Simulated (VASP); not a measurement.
Method: PBE GGA, VASP's PBE PAW potentials (set 64) (plane waves; VASP).

The input files of a VASP run:

INCAR:
```
ALGO = Normal
EDIFF = 1E-8
ENCUT = 400
GGA = PE
ISIF = 2
ISMEAR = 0
LASPH = .TRUE.
LCHARG = .FALSE.
LMAXMIX = 4
LREAL = .FALSE.
LWAVE = .FALSE.
NELM = 100
PREC = Accurate
SIGMA = 0.05
SYSTEM = CsBr
```

POSCAR:
```
CsBr
1
    4.2900000000     0.0000000000     0.0000000000
    0.0000000000     4.2900000000     0.0000000000
    0.0000000000     0.0000000000     4.2900000000
Cs Br
1 1
Direct
  0.0000000000   0.0000000000   0.0000000000
  0.5000000000   0.5000000000   0.5000000000
```

KPOINTS:
```
Automatic mesh
0
Gamma
6 6 6
0 0 0
```

POTCAR, in this order: Cs_sv Br (PBE.64 set). Program: vasp_std.

Unless said otherwise, spin-orbit coupling is left out, though it shifts the bands of the heavy elements here.

Task: Predict the energy per atom (σ→0), pressure, band gap (on the k-mesh).

Result: 
```json
{
 "energy per atom (σ→0)": "-3.003 eV/atom",
 "band gap (on the k-mesh)": "4.51 eV",
 "pressure": "1.03 GPa"
}
```

File OSZICAR:
```
...
DAV:  10    -0.600561166658E+01   -0.61173E-04   -0.13309E-04   552   0.956E-02    0.138E-02
DAV:  11    -0.600561759012E+01   -0.59235E-05   -0.34754E-05   564   0.378E-02    0.444E-03
DAV:  12    -0.600561743622E+01    0.15390E-06   -0.56381E-06   564   0.155E-02    0.929E-04
DAV:  13    -0.600561747255E+01   -0.36328E-07   -0.13985E-07   572   0.302E-03    0.623E-04
DAV:  14    -0.600561752776E+01   -0.55207E-07   -0.90153E-08   544   0.166E-03    0.775E-05
DAV:  15    -0.600561754049E+01   -0.12731E-07   -0.22346E-09   372   0.371E-04    0.722E-05
DAV:  16    -0.600561753632E+01    0.41690E-08   -0.27301E-10   316   0.118E-04
   1 F= -.60056175E+01 E0= -.60056175E+01  d E =-.935547E-12
```

The compound is CsBr in the CsCl type structure. The cell was not relaxed at this level. The run is one of a series of settings (EDIFF = 1E-8 against the base run), some of them coarse on purpose.
